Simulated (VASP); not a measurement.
System: Fe, 1 atom in the cell.

Method: PBE, plane waves, standard recommended PAW potentials in VASP.

Cutoff 381 eV; orbitals from an earlier step on the same cell; potentials Fe_pv; PREC = Accurate; k-mesh 12×12×12 Γ-centred; Fermi–Dirac smearing of 0.1 eV; starting moments Fe1 2.2 μB.

```yaml
crystal:
  lattice:
    - [-1.43300, 1.43300, 1.43300]
    - [1.43300, -1.43300, 1.43300]
    - [1.43300, 1.43300, -1.43300]
  atoms:
    - { symbol: Fe, position: [0.00000, 0.00000, 0.00000] }
```
Lattice in Å, positions in fractions of it.

Task: Would the cell expand or shrink if it were free to relax?

Result: The pressure is -7.13 GPa, so at these settings the cell is stretched and would shrink.

Task: What net moment does the cell keep?

Result: 2.25 μB per cell.

VASP prints the stress at a fixed plane-wave basis, so it holds the Pulay stress of this cutoff.

The k-mesh is modest, so these values aren't fully converged in k.
